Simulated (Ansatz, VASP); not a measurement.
# Si (Silicon) in two plane-wave programs

Aim: how closely do two programs agree when they are given the same cell, functional and k mesh? The cell is taken from a series of VASP runs on this material, whose earlier steps may have relaxed, scaled or displaced it; both programs get it as it stands. Other levels of theory on this material are compared in a session of their own.

Program: Ansatz 0.2.0. Level of theory: plane waves, with VASP 6.6.1 beside it; band structure at PBE. Results are calculated unless marked as measured.

## 1. The starting structure

It takes space group Fd-3m (No. 227, cubic). Conventional cell: a = 5.431 Å, b = 5.431 Å, c = 5.431 Å, α = 90.00°, β = 90.00°, γ = 90.00°. Si has 4 Si at 2.35 Å nearest.

Structure file:

```cif
data_structure
_symmetry_space_group_name_H-M 'P 1'
_symmetry_Int_Tables_number 1
_cell_length_a 3.8403
_cell_length_b 3.8403
_cell_length_c 3.8403
_cell_angle_alpha 60.000
_cell_angle_beta 60.000
_cell_angle_gamma 60.000
_cell_volume 40.05
loop_
_atom_site_label
_atom_site_type_symbol
_atom_site_fract_x
_atom_site_fract_y
_atom_site_fract_z
_atom_site_occupancy
Si1 Si 0.75000 0.75000 0.75000 1
Si2 Si 0.50000 0.50000 0.50000 1
```

## 2. VASP: band structure, PBE

The same path points are solved in both programs, so levels can be compared one by one.

Lines of VASP's logs that name or quote its potential files are left out, and so is its time.

Input file INCAR:

```
SYSTEM = Si
PREC = Accurate
ENCUT = 350
EDIFF = 1E-06
NELM = 100
ISMEAR = 0
SIGMA = 0.03
LREAL = .FALSE.
ALGO = Normal
GGA = PE
NBANDS = 16
LORBIT = 11
LWAVE = .FALSE.
LCHARG = .FALSE.
KPAR = 8
LASPH = .TRUE.
```

Input file POSCAR:

```
Si
1.0
    0.0000000000      2.7154800000      2.7154800000
    2.7154800000      0.0000000000      2.7154800000
    2.7154800000      2.7154800000      0.0000000000
Si
2
Direct
    0.7500000000      0.7500000000      0.7500000000
    0.5000000000      0.5000000000      0.5000000000
```

Input file KPOINTS:

```
Automatic mesh
0
Gamma
8 8 8
0 0 0
```

Input file KPOINTS_OPT:

```
Line mode
10
Line-mode
Reciprocal
  0.00000000   0.00000000   0.00000000 GAMMA
  0.50000000   0.00000000   0.50000000 X

  0.50000000   0.00000000   0.50000000 X
  0.50000000   0.25000000   0.75000000 W

  0.50000000   0.25000000   0.75000000 W
  0.37500000   0.37500000   0.75000000 K

  0.37500000   0.37500000   0.75000000 K
  0.00000000   0.00000000   0.00000000 GAMMA

  0.00000000   0.00000000   0.00000000 GAMMA
  0.50000000   0.50000000   0.50000000 L

  0.50000000   0.50000000   0.50000000 L
  0.62500000   0.25000000   0.62500000 U

  0.62500000   0.25000000   0.62500000 U
  0.50000000   0.25000000   0.75000000 W

  0.50000000   0.25000000   0.75000000 W
  0.50000000   0.50000000   0.50000000 L

  0.50000000   0.50000000   0.50000000 L
  0.37500000   0.37500000   0.75000000 K

  0.62500000   0.25000000   0.62500000 U
  0.50000000   0.00000000   0.50000000 X
```

Potentials, in the order of the species: Si (PBE family, release 64).

Command:

```
$ mpirun -np 8 vasp_std
```

Numbers of over 12 decimals in the logs are rounded to 6 here.

The log of the run:

```text
[banner, memory and clock lines left out]
running    8 mpi-ranks, on    1 nodes
 distrk:  each k-point on    1 cores,    8 groups
 distr:  one band on    1 cores,    1 groups

 POSCAR found type information on POSCAR Si
 POSCAR found :  1 types and       2 ions
|                                                                             |
|           W    W    AA    RRRRR   N    N  II  N    N   GGGG   !!!           |
|           W    W   A  A   R    R  NN   N  II  NN   N  G    G  !!!           |
|           W    W  A    A  R    R  N N  N  II  N N  N  G       !!!           |
|           W WW W  AAAAAA  RRRRR   N  N N  II  N  N N  G  GGG   !            |
|           WW  WW  A    A  R   R   N   NN  II  N   NN  G    G                |
|           W    W  A    A  R    R  N    N  II  N    N   GGGG   !!!           |
|                                                                             |
|     For optimal performance we recommend to set                             |
|       NCORE = 2 up to number-of-cores-per-socket                            |
|     NCORE specifies how many cores store one orbital (NPAR=cpu/NCORE).      |
|     This setting can greatly improve the performance of VASP for DFT.       |
|     The default, NCORE=1 might be grossly inefficient on modern             |
|     multi-core architectures or massively parallel machines. Do your        |
|     Unfortunately you need to use the default for GW and RPA                |
|     calculations (for HF NCORE is supported but not extensively tested      |
|     yet).                                                                   |
|                                                                             |

 LDA part: xc-table for (Slater+PW92), standard interpolation
 POSCAR, INCAR and KPOINTS ok, starting setup
 FFT: planning ... GRIDC
 FFT: planning ... GRID_SOFT
 FFT: planning ... GRID
 WAVECAR not read
 entering main loop
       N       E                     dE             d eps       ncg     rms          rms(c)
DAV:   1     0.490065359259E+01    0.49007E+01   -0.23861E+03   928   0.290E+02
DAV:   2    -0.106455774252E+02   -0.15546E+02   -0.15001E+02  1312   0.650E+01
DAV:   3    -0.110176551905E+02   -0.37208E+00   -0.37177E+00  1088   0.814E+00
DAV:   4    -0.110196664316E+02   -0.20112E-02   -0.20112E-02  1288   0.764E-01
DAV:   5    -0.110196827812E+02   -0.16350E-04   -0.16350E-04  1128   0.624E-02    0.491E+00
DAV:   6    -0.108945331468E+02    0.12515E+00   -0.57403E-02  1200   0.750E-01    0.298E+00
DAV:   7    -0.108374235203E+02    0.57110E-01   -0.11470E-01  1168   0.113E+00    0.181E-01
DAV:   8    -0.108387492906E+02   -0.13258E-02   -0.57744E-03  1024   0.299E-01    0.921E-02
DAV:   9    -0.108389446055E+02   -0.19531E-03   -0.14515E-04  1288   0.550E-02    0.634E-02
DAV:  10    -0.108389675962E+02   -0.22991E-04   -0.12935E-05  1072   0.158E-02    0.656E-03
DAV:  11    -0.108389698475E+02   -0.22513E-05   -0.41985E-06  1272   0.791E-03    0.563E-03
DAV:  12    -0.108389698911E+02   -0.43612E-07   -0.50376E-07  1048   0.334E-03
   1 F= -.10838970E+02 E0= -.10838970E+02  d E =-.106953E-22
 Start KPOINTS_OPT (optional k-point list driver)
k-point batch [1-29\100]
       N       E                     dE             ncg
DAV:   1     0.617458934216E+03   -0.54878E+04      928
DAV:   2     0.162307985922E+03   -0.45515E+03     1248
DAV:   3     0.151324141461E+03   -0.10984E+02     1248
DAV:   4     0.151265554490E+03   -0.58587E-01     1184
DAV:   5     0.151265096384E+03   -0.45811E-03     1248
DAV:   6     0.151265091815E+03   -0.45692E-05     1224
DAV:   7     0.151265091769E+03   -0.45538E-07     1008
[...]
k-point batch [88-100\100]
       N       E                     dE             ncg
DAV:   1     0.374665477709E+04   -0.31122E+04      416
DAV:   2     0.354649960240E+04   -0.20016E+03      592
DAV:   3     0.354188528419E+04   -0.46143E+01      520
DAV:   4     0.354186185051E+04   -0.23434E-01      560
DAV:   5     0.354186167044E+04   -0.18007E-03      520
DAV:   6     0.354186166862E+04   -0.18170E-05      568
DAV:   7     0.354186166860E+04   -0.18770E-07      448
```

OUTCAR, selected parts (step 2):

```text
ion  position               nearest neighbor table
   1  0.750  0.750  0.750-   2 2.35   2 2.35   2 2.35   2 2.35
   2  0.500  0.500  0.500-   1 2.35   1 2.35   1 2.35   1 2.35

  LATTYP: Found a face centered cubic cell.
 ALAT       =     5.4309600000

 Subroutine GETGRP returns: Found 48 space group operations
 (whereof 24 operations were pure point group operations)

The static configuration has the point symmetry T_d .
 The point group associated with its full space group is O_h .

 Found     29 irreducible k-points:

   k-points           NKPTS =     29   k-points in BZ     NKDIM =     29   number of bands    NBANDS=     16

   dimension x,y,z NGX =    24 NGY =   24 NGZ =   24
   dimension x,y,z NGXF=    48 NGYF=   48 NGZF=   48

   ENCUT  =  350.0 eV  25.72 Ry    5.07 a.u.   5.86  5.86  5.86*2*pi/ulx,y,z

   NELECT =       8.0000    total number of electrons

 k-points in reciprocal lattice and weights: Automatic mesh
   0.00000000  0.00000000  0.00000000       0.002
   0.12500000  0.00000000  0.00000000       0.016
   0.25000000  0.00000000  0.00000000       0.016
   0.37500000  0.00000000  0.00000000       0.016
   0.50000000  0.00000000  0.00000000       0.008
   0.12500000  0.12500000  0.00000000       0.012
   0.25000000  0.12500000  0.00000000       0.047
   0.37500000  0.12500000  0.00000000       0.047
   0.50000000  0.12500000  0.00000000       0.047
[...]
-0.37500000  0.50000000  0.12500000       0.023
  -0.25000000  0.50000000  0.25000000       0.012

 average (electrostatic) potential at core
       1 -83.2475       2 -83.2475

 E-fermi :   6.0250

 k-point     1 :       0.0000    0.0000    0.0000
  band No.  band energies     occupation
      1      -6.1308      2.00000
      2       5.8267      2.00000
      3       5.8267      2.00000
      4       5.8267      2.00000
      5       8.3922      0.00000
      6       8.3922      0.00000
      7       8.3922      0.00000
      8       9.1980      0.00000
      9      13.5491      0.00000
    ...

 k-point     2 :       0.1250    0.0000    0.0000
  band No.  band energies     occupation
      1      -5.9267      2.00000
      2       4.2298      2.00000
      3       5.5383      2.00000
      4       5.5383      2.00000
      5       8.3317      0.00000
      6       8.8169      0.00000
      7       8.8169      0.00000
      8      10.5424      0.00000
      9      13.0709      0.00000
    ...

 k-point     3 :       0.2500    0.0000    0.0000
  band No.  band energies     occupation
      1      -5.3311      2.00000
      2       1.9023      2.00000
      3       5.0680      2.00000
      4       5.0680      2.00000
      5       7.8585      0.00000
      6       9.3349      0.00000
      7       9.3349      0.00000
      8      12.7493      0.00000
      9      13.0267      0.00000
    ...

  Total        0.4720239      0.4720239      0.4720239     -0.0000000     -0.0000000      0.0000000
  in kB       18.8844669     18.8844669     18.8844669     -0.0000000     -0.0000000      0.0000000
  external PRESSURE =      18.8844669 kB  Pullay stress =       0.0000000 kB

  energy-cutoff  :      350.00
  volume of cell :       40.05
      direct lattice vectors                 reciprocal lattice vectors
     0.000000000  2.715480000  2.715480000    -0.184129509  0.184129509  0.184129509
     2.715480000  0.000000000  2.715480000     0.184129509 -0.184129509  0.184129509
     2.715480000  2.715480000  0.000000000     0.184129509  0.184129509 -0.184129509

 POSITION                                       TOTAL-FORCE (eV/Angst)
 -----------------------------------------------------------------------------------
      4.07322      4.07322      4.07322        -0.000000     -0.000000      0.000000
      2.71548      2.71548      2.71548         0.000000      0.000000     -0.000000
 -----------------------------------------------------------------------------------
    total drift:                                0.000000      0.000000      0.000000

  FREE ENERGIE OF THE ION-ELECTRON SYSTEM (eV)
  ---------------------------------------------------
  free  energy   TOTEN  =       -10.8389698911 eV

  energy  without entropy=      -10.8389698911  energy(sigma->0) =      -10.83896989

 total charge
# of ion       s       p       d       tot
------------------------------------------
    1        0.751   0.944   0.000   1.695
    2        0.751   0.944   0.000   1.695
--------------------------------------------------
tot          1.501   1.888   0.000   3.389

[... 3 further parts left out ...]
```

The run ends at a pressure of 1.89 GPa.

## 3. Ansatz: band structure, PBE

Ansatz runs on its default PAW (the set named soft_2) files.

The same cell, functional, mesh and smearing now go to Ansatz, which takes its cutoff from its data sets.

Input file input.yaml:

```yaml
crystal:
  lattice:
    - [0.0, 2.71548, 2.71548]
    - [2.71548, 0.0, 2.71548]
    - [2.71548, 2.71548, 0.0]
  atoms:
    - { symbol: Si, position: [0.75, 0.75, 0.75] }
    - { symbol: Si, position: [0.5, 0.5, 0.5] }
hamiltonian:
  xc: pbe
  pseudopotentials: { kind: paw }
kpoints:
  mp_grid: { grid: [8, 8, 8] }
  band_path:
    path:
      - [0.0, 0.0, 0.0]
      - [0.16667, 0.0, 0.16667]
      - [0.33333, 0.0, 0.33333]
      - [0.44444, 0.0, 0.44444]
      - [0.5, 0.0, 0.5]
      - [0.5, 0.08333, 0.58333]
      - [0.5, 0.19444, 0.69444]
      - [0.5, 0.25, 0.75]
      - [0.45833, 0.29167, 0.75]
      - [0.40278, 0.34722, 0.75]
      - [0.375, 0.375, 0.75]
      - [0.20833, 0.20833, 0.41667]
      - [0.08333, 0.08333, 0.16667]
      - [0.0, 0.0, 0.0]
      - [0.22222, 0.22222, 0.22222]
      - [0.38889, 0.38889, 0.38889]
      - [0.51389, 0.47222, 0.51389]
      - [0.55556, 0.38889, 0.55556]
      - [0.61111, 0.27778, 0.61111]
      - [0.61111, 0.25, 0.63889]
      - [0.56944, 0.25, 0.68056]
      - [0.51389, 0.25, 0.73611]
      - [0.5, 0.27778, 0.72222]
      - [0.5, 0.38889, 0.61111]
      - [0.5, 0.47222, 0.52778]
      - [0.48611, 0.48611, 0.52778]
      - [0.43056, 0.43056, 0.63889]
      - [0.38889, 0.38889, 0.72222]
      - [0.59722, 0.19444, 0.59722]
      - [0.55556, 0.11111, 0.55556]
      - [0.5, 0.0, 0.5]
    npoints: 1
scf:
  occupations: { method: gaussian, width: 0.03 }
  n_extra_bands: 7
output:
  forces: true
  stress: true
  eigenvalues: true
  write_density: true
  write_potential: true
  elf: true
  volumetric_format: npy
```

Command:

```
$ ansatz run input.yaml --threads 2 --pin off --max-ram 4608MiB --backend cpu --events-out ev --progress --plain --runs-dir out
```

The log of the run:

```text
scf.n_extra_bands = 7 over 4 filled bands (N_el = 8.0): the run solves 11 bands
Engine: ansatz 0.2.0, aarch64-unknown-linux-gnu
Pseudopotentials: kind: paw
Pseudopotential: Si, paw, valence charge 4, recommended cutoff 420 eV (normal), Si.paw.azcp
Functional definition: PBE
  parameter kappa = 0.804
  parameter beta = 0.066725
  exchange = pbe_x(kappa = kappa, mu = beta*pi^2/3)
  correlation = pbe_c(beta = beta)
Crystal: 2 atoms, lattice volume = 40.047 Å³
Basis set: ecut = 420 eV, 749 PW (Γ), exchange–correlation on 54×54×54 points (8 copies of the dense FFT grid, shifted against one another)
Bands: 11, of which v1, the nominal top of the filled ones, is band 4 counted from 1 (3 counted from 0)
Symmetry: 48 space group operations
Space group: Fd-3m (ITA 227), of the structure as read, at distance tolerance 3.4e-5 Å
k-points: 29 of 512
Non-local potential: Si, projectors of the file, l = 0: 2, l = 1: 2, l = 2: 2
PAW form: soft (Blöchl's): semilocal exchange-correlation on the pseudo side does not see the compensation charge
PAW one-centre angular grid: Si, 110 points (default); XC on 64 Gauss nodes
Initial density: superposition of atomic densities (neutral atoms: chi_scale 0, normalization atom), corrected by the library's trained network
Initial wavefunctions: pseudopotential atomic-orbital guess
Functional: x = pbe(κ = 0.804, μ = 0.219515), c = pbe(β = 0.066725)
SCF iter   1: F=—  HF=-1271.610662 eV  |F-HF|=—  |Δ(HF+E_count)|=         —  Δρ=1.13e-3  dr2=2.72e-4  ethr=1.77e-3  ⟨swp⟩=5.9  Hψ=2484  notcnv=0  defer=2
preconditioner: auto → none  [insulator: Δε(μ)=0.615 eV  Ē_g=11.872 eV  σ=0.030 eV  W_gap=1.00  n_scr=8 (ndim 8)  ℏωp=16.6 eV  f_vac=0.000  D(μ)=0.00/eV (n_scr^D=0)  ε∞_Penn≈3.0]
SCF iter   2: F=—  HF=-1271.611027 eV  |F-HF|=—  |Δ(HF+E_count)|=   3.65e-4  Δρ=4.48e-4  dr2=4.01e-5  ethr=3.40e-6  ⟨swp⟩=2.2  Hψ=686  notcnv=0  defer=30
SCF iter   3: F=—  HF=-1271.611071 eV  |F-HF|=—  |Δ(HF+E_count)|=   4.37e-5  Δρ=1.09e-4  dr2=2.87e-6  ethr=5.01e-7  ⟨swp⟩=2.2  Hψ=377  notcnv=0  defer=30
SCF iter   4: F=—  HF=-1271.611073 eV  |F-HF|=—  |Δ(HF+E_count)|=   2.16e-6  Δρ=2.81e-5  dr2=2.63e-7  ethr=3.59e-8  ⟨swp⟩=2.0  Hψ=373  notcnv=0  defer=30
iter 5 did not close the SCF: its close was put off for the readings that it lacked (scf_convergence_deferred on its scf_iter line)
SCF iter   5: F=-1271.611073 eV  HF=-1271.611073 eV  |F-HF|=4.55e-10  |Δ(HF+E_count)|=   3.59e-8  Δρ=2.98e-6  dr2=1.94e-9  ethr=3.29e-9  ⟨swp⟩=2.0  Hψ=373  notcnv=0  defer=30
SCF iter   6: F=-1271.611073 eV  HF=-1271.611073 eV  |F-HF|=1.96e-11  |Δ(HF+E_count)|=  6.88e-10  Δρ=6.12e-7  dr2=9.77e-11  ethr=2.42e-11  ⟨swp⟩=8.4  Hψ=1833  notcnv=0
SCF 1 converged in 6 iterations: F = -1271.611073 eV  dr2 = 9.77e-11
  greatest PAW one-centre occupation: 0.634 electrons in one spin orbital (limit 2), on the Si atom at site 1 (counted from 0), in its partial waves of l = 0
NSCF: frozen V_eff on 31 k-points
SCF converged after 6 iterations
Free energy (F): -1271.611073 eV
Harris-Foulkes:  -1271.611073 eV  (|F-HF|=1.96e-11)
Internal energy: -1271.611073 eV  (E = F + TS)
E sigma→0 (E₀):  -1271.611073 eV
Fermi energy:    6.535838 eV
--- Per-component energies (eV) ---
  E_band       = 9.329874
  E_kinetic    = 80.862490
  E_local      = -54.847429  (includes V_loc(G=0)·N_el)
  E_nonlocal   = 52.020435
  E_hartree    = 14.927545
  E_xc         = -110.436387
  E_vxc        = -93.565970  (∫ρ·V_xc dr)
  E_paw        = -1025.616867  (= ΣΔE_a)
  E_vpaw       = -4.994801  (= ΣTr[D̂ρ^β])
  E_aug_tail   = 0.000012  (compensation charges beyond the density's cutoff)
  E_ewald      = -228.520872
  E_smearing   = -0.000000  (= −TS)
  E_closure    = 0.000000  (closes the sum)
  Σ components = -1271.611073   (vs F -1271.611073, Δ=0.00e0)
--- Forces (eV/Å), atoms counted from 1 ---
  atom   1  Si    -0.00000000    -0.00000000    -0.00000000
  atom   2  Si     0.00000000     0.00000000    -0.00000000
  max |Σ_I F_I| component: 2.78e-17 eV/Å
--- Stress (GPa, compression-positive) ---
        2.017900       0.000000      -0.000000
        0.000000       2.017900       0.000000
       -0.000000      -0.000000       2.017900
  P = ⅓ Tr σ = 2.0179 GPa (20.179 kbar)
--- Band table (eV; the first three rows and the last of 29) ---
  k-point 0: bands = [-5.7313, 6.2295, 6.2295, 6.2295, 8.7897, 8.7897, 8.7897, 9.5920, ... 3 higher]
  k-point 1: bands = [-5.5272, 4.6308, 5.9405, 5.9405, 8.7286, 9.2141, 9.2141, 10.9381, ... 3 higher]
  k-point 2: bands = [-4.9316, 2.3029, 5.4697, 5.4697, 8.2555, 9.7323, 9.7323, 13.1455, ... 3 higher]
  k-point 28: bands = [-1.4235, -1.4235, 2.3786, 2.3786, 10.4967, 10.4967, 11.2289, 11.2289, ... 3 higher]
```

It took 1.5 s on 2 threads of Arm Neoverse N1, shared host; peak memory 0.27 GiB.

The column dr2 measures how far the density is from self-consistency, as an energy; F and HF (Harris–Foulkes) agree once it is small.

## 4. Side by side

Known differences besides the potentials themselves: the cutoff is 420 eV in Ansatz and 350 eV in VASP. Total energies have different zeros and are not compared.

Compared:

```csv
quantity,Ansatz,VASP,difference
pressure (GPa),2.02,1.89,+0.13
gap over the path points (eV),0.582,0.585,-0.003
```

Levels at points of the path, from each program's valence-band top (eV; 4 filled, then empty):

```csv
k (reciprocal lattice),Ansatz,VASP
0.000 0.000 0.000,-11.96 0.00 0.00 0.00 2.56 2.56 2.56,-11.96 0.00 0.00 0.00 2.56 2.56 2.56
0.167 0.000 0.167,-11.48 -2.04 -1.19 -1.19 1.70 4.30 4.34,-11.47 -2.04 -1.19 -1.19 1.71 4.30 4.35
0.333 0.000 0.333,-10.06 -5.01 -2.42 -2.42 0.72 1.99 7.26,-10.05 -5.01 -2.42 -2.42 0.73 1.99 7.27
0.444 0.000 0.444,-8.64 -6.93 -2.80 -2.80 0.58 0.98 9.34,-8.64 -6.92 -2.80 -2.80 0.58 0.98 9.35
0.500 0.000 0.500,-7.82 -7.82 -2.85 -2.85 0.71 0.71 10.10,-7.81 -7.81 -2.85 -2.85 0.71 0.71 10.12
0.500 0.083 0.583,-7.78 -7.78 -3.16 -3.16 1.32 1.32 8.91,-7.78 -7.78 -3.16 -3.16 1.32 1.32 8.92
0.500 0.194 0.694,-7.67 -7.67 -3.76 -3.76 3.31 3.31 6.06,-7.67 -7.67 -3.75 -3.75 3.32 3.32 6.07
0.500 0.250 0.750,-7.65 -7.65 -3.85 -3.85 4.27 4.27 5.00,-7.65 -7.65 -3.85 -3.85 4.27 4.27 5.01
0.458 0.292 0.750,-7.97 -7.37 -4.10 -3.40 3.00 4.28 5.69,-7.97 -7.37 -4.09 -3.40 3.00 4.28 5.70
0.403 0.347 0.750,-8.20 -7.24 -4.28 -2.59 1.46 4.14 6.99,-8.20 -7.24 -4.28 -2.59 1.46 4.15 6.99
```

Among the levels compared at these points, filled levels agree within 4 meV and empty ones within 12 meV.

## 5. Outcome

```yaml
difference_in_gap_over_the_path_points_band_structure_pbe: -0.0030 eV
```

In words: The difference in gap over the path points is -0.0030 eV (band structure, PBE), within the 0.08 eV picked in this series as the mark of a large difference. 6 further runs of this series are not shown here. Such differences can come from data sets, numerical settings and the points named under the comparisons, not from the functional's error against experiment.

[Lines on the potential files, build, host, timing and source positions are cut from VASP's logs without a mark.]

[Logs are printed without paths, hosts, clocks, repeated set-up lines and the standing remarks that a program may print on its own settings, such as how far it seeks lower states.]

[Hosts, paths, dates, database ids (printed as entryN), source tags and the programs' standing remarks are cut or masked in the printed files.]
